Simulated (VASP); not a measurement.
Method: r2SCAN meta-GGA, VASP's PBE PAW potentials (set 64) (plane waves; VASP).

VASP ran on this input.

### INCAR
```
# general
SYSTEM   =  LiH
PREC     =  Accurate
ENCUT    =  520
LREAL    =  .FALSE.
LASPH    =  .TRUE.

# electronic loop
EDIFF    =  1E-6
NELM     =  100
ALGO     =  Normal
LMIXTAU  =  .TRUE.

# smearing
ISMEAR   =  0
SIGMA    =  0.05

# functional
METAGGA  =  R2SCAN

# ions
IBRION   =  2
NSW      =  60
ISIF     =  3
EDIFFG   =  -0.01

# output
LWAVE    =  .FALSE.
LCHARG   =  .FALSE.
```

File POSCAR:
```
LiH
1
    0.0000000000     1.9970481040     1.9970481040
    1.9970481040     0.0000000000     1.9970481040
    1.9970481040     1.9970481040    -0.0000000000
Li H
1 1
Direct
  0.0000000000   0.0000000000   0.0000000000
  0.5000000000   0.5000000000   0.5000000000
```

KPOINTS:
```
Automatic mesh
0
Gamma
10 10 10
0 0 0
```

POTCAR, in this order: Li_sv H (PBE.64 set). Program: vasp_std.

### Question
Estimate the energy per atom (σ→0), band gap (on the k-mesh).

### Answer

- energy per atom (σ→0) = -3.409 eV/atom
- band gap (on the k-mesh) = 3.58 eV

File OSZICAR:
```
...
DAV:   9    -0.679397035316E+01   -0.13114E+00   -0.81756E-02   576   0.361E+00    0.989E-02
DAV:  10    -0.681718515438E+01   -0.23215E-01   -0.28029E-02   576   0.146E+00    0.114E-01
DAV:  11    -0.681758932893E+01   -0.40417E-03   -0.10280E-03   726   0.325E-01    0.423E-02
DAV:  12    -0.681736429028E+01    0.22504E-03   -0.12700E-04   570   0.172E-01    0.248E-02
DAV:  13    -0.681756125812E+01   -0.19697E-03   -0.18503E-04   564   0.151E-01    0.214E-03
DAV:  14    -0.681757757924E+01   -0.16321E-04   -0.13806E-05   600   0.475E-02    0.204E-03
DAV:  15    -0.681757768935E+01   -0.11011E-06   -0.14058E-06   696   0.115E-02
   1 F= -.68175777E+01 E0= -.68175777E+01  d E =-.681758E+01
```

The compound is LiH in the rock salt structure. It was relaxed first, which changed the volume by -6 %. The start is the result of an earlier pass.
